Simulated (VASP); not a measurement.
Sn:

```
Sn
1.0
     0.00000    3.26954    3.26954
     3.26954    0.00000    3.26954
     3.26954    3.26954    0.00000
Sn
2
Direct
  0.50000 0.50000 0.50000
  0.75000 0.75000 0.75000
```

This isn't the form of Sn at room conditions, which is tetragonal (white tin).

Base run:

| Quantity | Value |
| --- | --- |
| Program | VASP 6.6.1 |
| Functional | PBEsol |
| Potentials or basis | VASP PAW PBE potentials, release 64 (Sn_d) |
| Cutoff | 520 eV |
| k mesh | 12 × 12 × 12 |
| Occupations | gaussian, width 0.5 eV |
| Spin | no spin polarisation |

Its results: band gap on the k mesh none (metal or under the smearing width); pressure 0.1 GPa.

Problem. The run is repeated on the same cell with these changes: functional from PBEsol to r2SCAN; occupations from gaussian, width 0.5 eV to gaussian, width 0.1 eV. What comes out?

Solution. Band gap on the k mesh none (metal or under the smearing width); pressure 0.5 GPa.

Caveats: the PAW data sets were made with another functional, which shifts forces and pressure a little.

Not every run made on this cell is shown here.
